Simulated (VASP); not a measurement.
# Li7Sb (R-3m) in VASP: single point with PBE

Aim: the single point of Li7Sb with PBE.

Program: VASP 6.6.1. These are calculated values, not measurements. Logs are shortened: lines on timing, memory, paths and dates and some standing lists are left out, and cuts for length are marked.

## Step 1: The cell of the first run

The structure is trigonal, space group R-3m (No. 166). Conventional cell: a = 5.021 Å, b = 5.021 Å, c = 20.764 Å, α = 90.00°, β = 90.00°, γ = 120.00°. Li (site symmetry 2/m) is surrounded by 4 Li at 2.51 Å. Around Li (site symmetry 3m) lie 7 Li at 2.70 to 3.05 Å and 3 Sb at 3.03 Å. Li (site symmetry 3m) has 10 Li at 2.70 to 3.05 Å as nearest neighbours. Around Sb (site symmetry -3m) lie 12 Li at 3.03 to 3.43 Å.

The cell was built by a generator and needn't be a form met in nature.

## Step 2: Single point, PBE (random cell by space group and Wyckoff sites (R-3m, No. 166))

INCAR reads:

```
SYSTEM = Li7Sb
PREC = Accurate
ENCUT = 520
EDIFF = 1E-6
ISMEAR = 0
SIGMA = 0.1
LREAL = .FALSE.
LASPH = .TRUE.
NELM = 100
ALGO = Fast
ISIF = 2
LWAVE = .FALSE.
LCHARG = .FALSE.
GGA = PE
NBANDS = 23
```

KPOINTS reads:

```
Automatic mesh
0
G
  9 9 9
  0 0 0
```

POSCAR reads:

```
Li7Sb
1.0
    2.5103783598      1.4493676218      6.9213654558
   -2.5103783598      1.4493676218      6.9213654558
    0.0000000000     -2.8987352436      6.9213654558
Li Sb
7 1
Direct
    0.0000000000      0.0000000000      0.5000000000
    0.5000000000      0.0000000000      0.0000000000
    0.0000000000      0.5000000000      0.0000000000
    0.7087052619      0.7087052619      0.7087052619
    0.2912947381      0.2912947381      0.2912947381
    0.4212129330      0.4212129330      0.4212129330
    0.5787870670      0.5787870670      0.5787870670
    0.0000000000      0.0000000000      0.0000000000
```

Potentials or basis: VASP PAW PBE potentials, release 64 (Li_sv, Sb).

Command:

```sh
$ cat potpaw_PBE.64/Li_sv/POTCAR potpaw_PBE.64/Sb/POTCAR > POTCAR
$ mpirun -np 1 vasp_std > vasp.out
```

OUTCAR:

```text
SYSTEM = Li7Sb
   PREC = Accurate
   ENCUT = 520
   EDIFF = 1E-6
   ISMEAR = 0
   LREAL = .FALSE.
   LASPH = .TRUE.
   NELM = 100
   ISIF = 2
   GGA = PE

 ion  position               nearest neighbor table
   1  0.000  0.000  0.500-   2 2.51   3 2.51   3 2.51   2 2.51
   2  0.500  0.000  0.000-   3 2.51   3 2.51   1 2.51   1 2.51
   3  0.000  0.500  0.000-   2 2.51   2 2.51   1 2.51   1 2.51
   4  0.709  0.709  0.709-   8 3.03   8 3.03   8 3.03
   5  0.291  0.291  0.291-   8 3.03   8 3.03   8 3.03
   6  0.421  0.421  0.421-
   7  0.579  0.579  0.579-
   8  0.000  0.000  0.000-   4 3.03   4 3.03   5 3.03   5 3.03   4 3.03   5 3.03

  LATTYP: Found a trigonal (rhomboedric) cell.
 ALAT       =     7.5038633906
 COS(alpha) =     0.7761595745

  Lattice vectors:

 A1 = (   2.5103783598,   1.4493676218,   6.9213654558)
 A2 = (  -2.5103783598,   1.4493676218,   6.9213654558)
 A3 = (   0.0000000000,  -2.8987352436,   6.9213654558)

Analysis of symmetry for initial positions (statically):
=====================================================================
 Subroutine PRICEL returns:
 Original cell was already a primitive cell.

 Routine SETGRP: Setting up the symmetry group for a
 trigonal (rhombohedral) supercell.

 Subroutine GETGRP returns: Found 12 space group operations
 (whereof 12 operations were pure point group operations)
 out of a pool of 12 trial point group operations.

The static configuration has the point symmetry D_3d.

Analysis of symmetry for dynamics (positions and initial velocities):
=====================================================================
 Subroutine PRICEL returns:
 Original cell was already a primitive cell.

 Routine SETGRP: Setting up the symmetry group for a
 trigonal (rhombohedral) supercell.

 Subroutine GETGRP returns: Found 12 space group operations
 (whereof 12 operations were pure point group operations)
 out of a pool of 12 trial point group operations.

The dynamic configuration has the point symmetry D_3d.

 Subroutine INISYM returns: Found 12 space group operations
 (whereof 12 operations are pure point group operations),
 and found     1 'primitive' translations

----------------------------------------------------------------------------------------

                                     Primitive cell

  volume of cell :     151.0987

  direct lattice vectors                    reciprocal lattice vectors
     2.510378360  1.449367622  6.921365456     0.199173164  0.114992680  0.048160054
    -2.510378360  1.449367622  6.921365456    -0.199173164  0.114992680  0.048160054
     0.000000000 -2.898735244  6.921365456     0.000000000 -0.229985359  0.048160054

  length of vectors
     7.503863391  7.503863391  7.503863391     0.234973735  0.234973735  0.234973735

  position of ions in fractional coordinates (direct lattice)
     0.000000000  0.000000000  0.500000000
     0.500000000  0.000000000  0.000000000
     0.000000000  0.500000000  0.000000000
     0.708705262  0.708705262  0.708705262
     0.291294738  0.291294738  0.291294738
     0.421212933  0.421212933  0.421212933
     0.578787067  0.578787067  0.578787067
     0.000000000  0.000000000  0.000000000

  ion indices of the primitive-cell ions
   primitive index   ion index
                 1           1
                 2           2
                 3           3
                 4           4
                 5           5
                 6           6
                 7           7
                 8           8

----------------------------------------------------------------------------------------

 KPOINTS: Automatic mesh

Automatic generation of k-mesh.
 Grid dimensions read from file:
 generate k-points for:    9    9    9

 Generating k-lattice:

  Cartesian coordinates                     Fractional coordinates (reciprocal lattice)
     0.022130352  0.012776964  0.005351117     0.111111111  0.000000000  0.000000000
    -0.022130352  0.012776964  0.005351117     0.000000000  0.111111111  0.000000000
     0.000000000 -0.025553929  0.005351117     0.000000000  0.000000000  0.111111111

  Length of vectors
     0.026108193  0.026108193  0.026108193

  Shift w.r.t. Gamma in fractional coordinates (k-lattice)
     0.000000000  0.000000000  0.000000000

 Subroutine IBZKPT returns following result:
 ===========================================

 Found     85 irreducible k-points:

 Following reciprocal coordinates:
            Coordinates               Weight
  0.000000  0.000000  0.000000      1.000000
  0.111111 -0.000000 -0.000000      6.000000
  0.222222  0.000000  0.000000      6.000000
  0.333333  0.000000 -0.000000      6.000000
  0.444444  0.000000  0.000000      6.000000
  0.111111  0.111111  0.000000      6.000000
[... 16 lines left out ...]
 -0.333333  0.333333  0.000000      6.000000
  0.444444  0.444444  0.000000      6.000000
 [... further k-points ...]
   k-points           NKPTS =     85   k-points in BZ     NKDIM =     85   number of bands    NBANDS=     23
   number of dos      NEDOS =    301   number of ions     NIONS =      8
   total plane-waves  NPLWV = 175616
   dimension x,y,z NGX =    56 NGY =   56 NGZ =   56
   dimension x,y,z NGXF=   112 NGYF=  112 NGZF=  112
   ions per type =               7   1
   NGX,Y,Z   is equivalent  to a cutoff of  12.41, 12.41, 12.41 a.u.
   NGXF,Y,Z  is equivalent  to a cutoff of  24.81, 24.81, 24.81 a.u.
 SYSTEM =  Li7Sb
   PREC   = accura    normal or accurate (medium, high low for compatibility)
   ISTART =      0    job   : 0-new  1-cont  2-samecut
   ICHARG =      2    charge: 1-file 2-atom 10-const
   ISPIN  =      1    spin polarized calculation?
   LNONCOLLINEAR =      F non collinear calculations
   LSORBIT =      F    spin-orbit coupling
   LASPH  =      T    aspherical Exc in radial PAW
   ENCUT  =  520.0 eV  38.22 Ry    6.18 a.u.  13.95 13.95 13.95*2*pi/ulx,y,z
   NELM   =    100;   NELMIN=  2; NELMDL= -5     # of ELM steps
   EDIFF  = 0.1E-05   stopping-criterion for ELM
[... 8 lines left out ...]
   TEBEG  =    0.0;   TEEND  =   0.0 temperature during run
   PSTRESS=    0.0 pullay stress
   NELECT =      26.0000    total number of electrons
   NUPDOWN=      -1.0000    fix difference up-down
   EMIN   =  10.00;   EMAX   =-10.00  energy-range for DOS
   EFERMI =   0.00;   METHOD = LEGACY
   ISMEAR =     0;   SIGMA  =   0.10  broadening in eV -4-tet -1-fermi 0-gaus
   EFERMI_NEDOS =   21; number of points for ismear=-14 and -15
   IALGO  =     68    algorithm
   IMIX   =      4    mixing-type and parameters
     AMIX     =   0.40;   BMIX     =  1.00
     AMIX_MAG =   1.60;   BMIX_MAG =  1.00
  volume/ion in A,a.u.               =      18.89       127.46
  Fermi-wavevector in a.u.,A,eV,Ry     =   0.910568  1.720724 11.281053  0.829134
  Thomas-Fermi vector in A             =   2.034745
   LORBIT       =      0    0 simple, 1 ext, 2 COOP (PROOUT), +10 PAW based schemes
   GGA     = PE    functional components
   LHFCALC =     F    Hartree Fock is set to
   AEXX    =    0.0000 exact exchange contribution
   IVDW    =     0    specifies the selected vdW correction
   LEPSILON=     F    determine dielectric tensor
   LRPA    =     F    only Hartree local field effects (RPA)
 non-spin polarized calculation
 RMM-DIIS sequential band-by-band and
 Gauss-broadening in eV      SIGMA  =   0.10
  energy-cutoff  :      520.00
  volume of cell :      151.10
 maximum number of plane-waves:      4121
   NGX = 27   NGY = 27   NGZ = 27

 number of electron      26.0000000 magnetization

 Free energy of the ion-electron system (eV)
  ---------------------------------------------------
  ext. energy  EPLUGINS =         0.00000000
  ---------------------------------------------------
  free energy    TOTEN  =       -18.46372664 eV

  energy without entropy =      -18.44880558  energy(sigma->0) =      -18.45626611

 E-fermi :   2.4538     XC(G=0):  -7.8556

 val. band max:        2.4427339263   @ k =   0.4444   0.2222   0.1111
 cond. band min:       2.4615185055   @ k =  -0.3333   0.2222   0.1111
 fundamental gap:      0.0187845792
 Fermi energy:         2.4537592330

 k-point     1 :       0.0000    0.0000    0.0000
  band No.  band energies     occupation
      1     -44.3969      2.00000
      2     -44.3943      2.00000
      3     -44.2639      2.00000
      4     -44.2616      2.00000
      5     -44.1303      2.00000
      6     -44.0585      2.00000
[... 15 lines left out ...]
     22       6.9103      0.00000
     23       6.9103      0.00000

 k-point     2 :       0.1111   -0.0000   -0.0000
  band No.  band energies     occupation
      1     -44.3968      2.00000
      2     -44.3944      2.00000
      3     -44.2638      2.00000
      4     -44.2617      2.00000
      5     -44.1284      2.00000
      6     -44.0605      2.00000
[... 15 lines left out ...]
     22       7.0531      0.00000
     23       7.2191      0.00000

 k-point     3 :       0.2222    0.0000    0.0000
  band No.  band energies     occupation
      1     -44.3966      2.00000
      2     -44.3944      2.00000
      3     -44.2636      2.00000
      4     -44.2619      2.00000
      5     -44.1230      2.00000
      6     -44.0659      2.00000
[... 15 lines left out ...]
     22       7.3521      0.00000
     23       7.7993      0.00000

 k-point     4 :       0.3333    0.0000   -0.0000
  band No.  band energies     occupation
      1     -44.3964      2.00000
      2     -44.3944      2.00000
      3     -44.2634      2.00000
      4     -44.2622      2.00000
      5     -44.1153      2.00000
      6     -44.0738      2.00000
[... 15 lines left out ...]
     22       7.9333      0.00000
     23       8.5767      0.00000

 k-point     5 :       0.4444    0.0000    0.0000
  band No.  band energies     occupation
      1     -44.3962      2.00000
      2     -44.3945      2.00000
      3     -44.2632      2.00000
      4     -44.2625      2.00000
      5     -44.1080      2.00000
      6     -44.0812      2.00000
[... 15 lines left out ...]
     22       8.1549      0.00000
     23       8.8882      0.00000

 k-point     6 :       0.1111    0.1111    0.0000
  band No.  band energies     occupation
      1     -44.3968      2.00000
      2     -44.3944      2.00000
      3     -44.2638      2.00000
      4     -44.2617      2.00000
      5     -44.1284      2.00000
      6     -44.0605      2.00000
[... 15 lines left out ...]
     22       7.1701      0.00000
     23       7.4760      0.00000

 k-point     7 :       0.2222    0.1111   -0.0000
  band No.  band energies     occupation
      1     -44.3966      2.00000
      2     -44.3944      2.00000
      3     -44.2637      2.00000
      4     -44.2618      2.00000
      5     -44.1248      2.00000
      6     -44.0642      2.00000
[... 353 lines left out ...]
     22       7.0868      0.00000
     23       7.9611      0.00000

 k-point    21 :       0.4444    0.3333    0.0000
  band No.  band energies     occupation
      1     -44.3960      2.00000
      2     -44.3947      2.00000
      3     -44.2633      2.00000
      4     -44.2624      2.00000
      5     -44.1100      2.00000
      6     -44.0792      2.00000
[... 15 lines left out ...]
     22       7.7114      0.00000
     23       8.4164      0.00000

 k-point    22 :      -0.4444    0.3333   -0.0000
  band No.  band energies     occupation
      1     -44.3959      2.00000
      2     -44.3946      2.00000
      3     -44.2631      2.00000
      4     -44.2626      2.00000
      5     -44.1028      2.00000
      6     -44.0864      2.00000
[... 15 lines left out ...]
     22       7.6199      0.00000
     23       8.1210      0.00000

 k-point    23 :      -0.3333    0.3333    0.0000
  band No.  band energies     occupation
      1     -44.3960      2.00000
      2     -44.3946      2.00000
      3     -44.2628      2.00000
      4     -44.2628      2.00000
      5     -44.0946      2.00000
      6     -44.0946      2.00000
[... 15 lines left out ...]
     22       7.4344      0.00000
     23       7.7820      0.00000

 k-point    24 :       0.4444    0.4444    0.0000
  band No.  band energies     occupation
      1     -44.3959      2.00000
      2     -44.3947      2.00000
      3     -44.2633      2.00000
      4     -44.2624      2.00000
      5     -44.1080      2.00000
      6     -44.0812      2.00000
[... 15 lines left out ...]
     22       8.4053      0.00000
     23       8.4801      0.00000

 [... further k-points ...]
[... 5 lines left out ...]
  --------------------------------------------------------------------------------------
  -------------------------------------------------------------------------------------
  Total       -0.0542914     -0.0542914     -0.0599340      0.0000000      0.0000000      0.0000000
  in kB       -0.5756800     -0.5756800     -0.6355112      0.0000000      0.0000000      0.0000000
  external PRESSURE =      -0.5956237 kB  Pullay stress =       0.0000000 kB

 VOLUME and BASIS-vectors are now :
 -----------------------------------------------------------------------------
  energy-cutoff  :      520.00
  volume of cell :      151.10
      direct lattice vectors                 reciprocal lattice vectors
     2.510378360  1.449367622  6.921365456     0.199173164  0.114992680  0.048160054
    -2.510378360  1.449367622  6.921365456    -0.199173164  0.114992680  0.048160054
     0.000000000 -2.898735244  6.921365456     0.000000000 -0.229985359  0.048160054

 POSITION                                       TOTAL-FORCE (eV/Angst)
 -----------------------------------------------------------------------------------
      0.00000     -1.44937      3.46068        -0.000000     -0.000000      0.000000
      1.25519      0.72468      3.46068         0.000000     -0.000000      0.000000
     -1.25519      0.72468      3.46068        -0.000000     -0.000000      0.000000
      0.00000      0.00000     14.71562         0.000000      0.000000     -0.000466
      0.00000      0.00000      6.04847         0.000000      0.000000      0.000466
      0.00000      0.00000      8.74611         0.000000     -0.000000     -0.003963
      0.00000      0.00000     12.01799         0.000000     -0.000000      0.003963
      0.00000      0.00000      0.00000         0.000000     -0.000000      0.000000
 -----------------------------------------------------------------------------------
    total drift:                                0.000000     -0.000000      0.000000

  FREE ENERGIE OF THE ION-ELECTRON SYSTEM (eV)
  ---------------------------------------------------
  free  energy   TOTEN  =       -18.4637266358 eV

  energy  without entropy=      -18.4488055764  energy(sigma->0) =      -18.45626611
```

Wall time 14 min (1 thread of Intel Xeon Platinum 8559C (Emerald Rapids), shared host); peak memory 0.56 GiB.

What came out:

| Property | Result |
| --- | --- |
| Free energy | -18.4637 eV |
| Largest force | 0.004 eV/Å |
| Band gap on the k mesh | none (metal or under the smearing width) |

Forces on the atoms (eV/Å):
```
Li   0.000  0.000  0.000
Li   0.000  0.000  0.000
Li   0.000  0.000  0.000
Li   0.000  0.000  0.000
Li   0.000  0.000  0.000
Li   0.000  0.000 -0.004
Li   0.000  0.000  0.004
Sb   0.000  0.000  0.000
```

Caveat: the cutoff is under 1.25 times the usual one of these potentials, so pressure, stress and relaxed cells hold a basis-set (Pulay) error. Spin-orbit coupling is left out, which matters for the levels of Sb.
